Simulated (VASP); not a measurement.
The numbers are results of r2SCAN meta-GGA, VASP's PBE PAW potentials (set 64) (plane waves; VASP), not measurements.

VASP input:

KPOINTS:
```
K-points
0
Gamma
14 14 14
```

File POSCAR:
```
Ag
1.0
  0.0000000000   2.0521800000   2.0521800000
  2.0521800000   0.0000000000   2.0521800000
  2.0521800000   2.0521800000   0.0000000000
Ag
1
Direct
  0.0000000000   0.0000000000   0.0000000000
```

### INCAR
```
! general
SYSTEM   =  Ag
PREC     =  Accurate
ENCUT    =  400
LREAL    =  .False.
LASPH    =  .True.   ! aspherical one-centre terms

! electronic loop
EDIFF    =  1E-6
NELM     =  100   ! most electronic steps
ALGO     =  Normal
LMAXMIX  =  4   ! l cut-off of mixed one-centre charges
LMIXTAU  =  .True.

! smearing
ISMEAR   =  1   ! Methfessel-Paxton
SIGMA    =  0.1

! functional
METAGGA  =  R2SCAN

! ions
IBRION   =  2
NSW      =  60   ! most ionic steps
ISIF     =  3   ! ions, shape and volume
EDIFFG   =  -0.01

! output
LWAVE    =  .False.
LCHARG   =  .False.
```

POTCAR, in this order: Ag (PBE.64 set). Program: vasp_std.

Q: What does the run give for the energy per atom (σ→0), volume per atom, band gap (on the k-mesh)?

A: 
```json
{
 "energy per atom (σ→0)": "-21357 meV/atom",
 "band gap (on the k-mesh)": "none (metal, semimetal or under 0.01 eV)",
 "volume_per_atom": "17.24 Å³/atom"
}
```

### OSZICAR
```
...
DAV:   2    -0.213571866155E+02    0.10737E-02   -0.51500E-03  1906   0.749E-01    0.597E-02
DAV:   3    -0.213572474810E+02   -0.60865E-04   -0.63039E-05  1876   0.758E-02    0.444E-02
DAV:   4    -0.213572149865E+02    0.32495E-04   -0.22024E-04  1925   0.127E-01    0.205E-02
DAV:   5    -0.213572546698E+02   -0.39683E-04   -0.81793E-05  1904   0.882E-02    0.245E-03
DAV:   6    -0.213572527180E+02    0.19519E-05   -0.21082E-06  1922   0.152E-02    0.158E-03
DAV:   7    -0.213572538334E+02   -0.11154E-05   -0.37029E-07   955   0.745E-03    0.232E-04
DAV:   8    -0.213572531062E+02    0.72720E-06   -0.59557E-08   943   0.284E-03
   2 F= -.21357253E+02 E0= -.21357012E+02  d E =-.196253E-04
```

The structure comes from a computed database's Ag entry (Fm-3m); how it stands against other phases isn't given here. This run relaxes it. Symmetry was kept, so distortions that lower it aren't found.
